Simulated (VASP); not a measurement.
Consider the following.

```
Li2S
1.0
    0.00000     2.85615     2.85615
    2.85615     0.00000     2.85615
    2.85615     2.85615     0.00000
Li S
2 1
Cartesian
  1.42808   1.42808   1.42808
  4.28423   4.28423   4.28423
  0.00000   2.85615   2.85615
```

Computed with PW91 GGA, VASP's PBE PAW potentials (set 64) (plane waves; VASP). Settings: 520 eV cut-off, 7×7×7 Γ-centred mesh, Gaussian smearing of 0.050 eV, potentials Li_sv S.

Problem. Predict the energy per atom (σ→0).

Solution. 
```json
{
  "energy per atom (σ→0)": "-4.021 eV/atom"
}
```

The compound is Li2S in the antifluorite structure. It was relaxed first.
